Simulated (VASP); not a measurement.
```
InAs
1.0
    3.95297     0.00000     0.00000
    0.00000     3.95297     0.00000
    0.00000     0.00000     6.96042
In As
2 2
Direct
  0.00000   0.50000   0.00000
  0.50000   0.00000   0.50000
  0.00000   0.00000   0.25000
  0.00000   0.00000   0.75000
```

Level of theory: PBE GGA, VASP's PBE PAW potentials (set 64) (plane waves; VASP). Numerical set-up: 400 eV cut-off, 10×10×6 Γ-centred mesh, Gaussian smearing of 0.050 eV, potentials In_d As.

Gaps are read on the run's mesh, which can miss a band edge. Unless said otherwise, spin-orbit coupling is left out, though it shifts the bands of the heavy elements here.

### Question
Estimate the energy per atom (σ→0), pressure, band gap (on the k-mesh) with the smallest direct gap where there is one.

### Answer

```yaml
band gap (on the k-mesh): none (metal, semimetal or under 0.01 eV)
energy per atom (σ→0): -3.347 eV/atom
pressure: 6.06 GPa
```

Total energies compare only between runs with the same potentials, cut-off and functional.

The structure was generated: InAs was put into the PtS type (P4_2/mmc), which need not be its known phase. The cell was not relaxed at this level. The run is one of a series of settings (KPOINTS 10×10×6 Γ-centred mesh against the base run), some of them coarse on purpose.
